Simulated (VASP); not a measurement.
TbO:

```xyz
2
Lattice="2.7838 0.0000 0.0000 0.0000 2.7838 0.0000 0.0000 0.0000 2.7838" Properties=species:S:1:pos:R:3 pbc="T T T"
Tb    0.0000    0.0000    0.0000
O     1.3919    1.3919    1.3919
```

The cell comes from a database or a generator and needn't be the stable form of this composition.

Base run:

- Program: VASP 6.6.1
- Functional: r2SCAN
- Potentials or basis: VASP PAW PBE potentials, release 64 (Tb, O)
- Cutoff: 520 eV
- k mesh: 7 × 7 × 7
- Occupations: gaussian, width 0.05 eV
- Spin: no spin polarisation
- Hubbard terms: Tb f U = 3 eV

Its results: band gap on the k mesh none (metal or under the smearing width); pressure 38.5 GPa.

Problem. The run is repeated on the same cell with these changes: spin from no spin polarisation to collinear spin, random start; hubbard terms from Tb f U = 3 eV to none. What comes out?

Solution. Band gap on the k mesh none (metal or under the smearing width); pressure 42.5 GPa; net moment 6.20 μB per cell; site moments Tb +5.93; O +0.01 μB.

Several settings changed at once, so the effect can't be laid on one alone.

Caveats: a pressure of tens of GPa on the cell as given is suspect, and the run, the potentials or the cell itself is likely at fault; the PAW data sets were made with another functional, which shifts forces and pressure a little; an odd number of electrons without spin polarisation forces a metal (some runs); a magnetic or distorted state may lie lower (some runs); U without spin polarisation on a metal has little footing (some runs); the magnetic or orbital state may not be the lowest (some runs); spin-orbit coupling is left out, which moves the levels of the heavy elements (some runs).

Not every run made on this cell is shown here.
